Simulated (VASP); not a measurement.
Input for VASP

File POSCAR:
```
Pt3Ti
1
    0.0000000000     3.9200000000     0.0000000000
    3.9200000000     0.0000000000     0.0000000000
    0.0000000000     0.0000000000     3.9200000000
Ti Pt
1 3
Direct
  0.0000000000   0.0000000000   0.0000000000
  0.5000000000   0.0000000000   0.5000000000
  0.0000000000   0.5000000000   0.5000000000
  0.5000000000   0.5000000000   0.0000000000
```

KPOINTS:
```
Automatic mesh
0
Gamma
6 6 6
0 0 0
```

INCAR:
```
SYSTEM = Pt3Ti
PREC = Accurate
ENCUT = 400
EDIFF = 1E-6
NELM = 100
ALGO = Normal
LREAL = .FALSE.
LASPH = .TRUE.
ISMEAR = 1
SIGMA = 0.1
GGA = PE
LMAXMIX = 6
LWAVE = .FALSE.
LCHARG = .FALSE.
ISIF = 2
```

POTCAR, in this order: Ti_sv Pt (PBE.64 set). Program: vasp_std.

Output of the run:

File standard output:
```
 -----------------------------------------------------------------------------
|                                                                             |
|     EEEEEEE  RRRRRR   RRRRRR   OOOOOOO  RRRRRR      ###     ###     ###     |
|     E        R     R  R     R  O     O  R     R     ###     ###     ###     |
|     E        R     R  R     R  O     O  R     R     ###     ###     ###     |
|     EEEEE    RRRRRR   RRRRRR   O     O  RRRRRR       #       #       #      |
|     E        R   R    R   R    O     O  R   R                               |
|     E        R    R   R    R   O     O  R    R      ###     ###     ###     |
|     EEEEEEE  R     R  R     R  OOOOOOO  R     R     ###     ###     ###     |
|                                                                             |
|     ERROR: the triple product of the basis vectors is negative exchange     |
|     two basis vectors                                                       |
|                                                                             |
|       ---->  I REFUSE TO CONTINUE WITH THIS SICK JOB ... BYE!!! <----       |
|                                                                             |
 -----------------------------------------------------------------------------
```

Question: From input and log, find the fault in this run and mend it.

Answer: The cause: the lattice vectors form a left-handed set. VASP stops with an error: ERROR: the triple product of the basis vectors is negative exchange two basis vectors ----> I REFUSE TO CONTINUE WITH THIS SICK JOB ... BYE!!! <---- To mend it, correct POSCAR.
### POSCAR
```
Pt3Ti
1
    3.9200000000     0.0000000000     0.0000000000
    0.0000000000     3.9200000000     0.0000000000
    0.0000000000     0.0000000000     3.9200000000
Ti Pt
1 3
Direct
  0.0000000000   0.0000000000   0.0000000000
  0.0000000000   0.5000000000   0.5000000000
  0.5000000000   0.0000000000   0.5000000000
  0.5000000000   0.5000000000   0.0000000000
```
The mended run (PBE GGA, plane waves, VASP's PBE PAW potentials (set 64)) converges, and its OSZICAR ends with
```
   1 F= -.29520548E+02 E0= -.29520989E+02  d E =0.132220E-02
```

The compound is Pt3Ti in the L1_2 structure. The cell was not relaxed at this level.
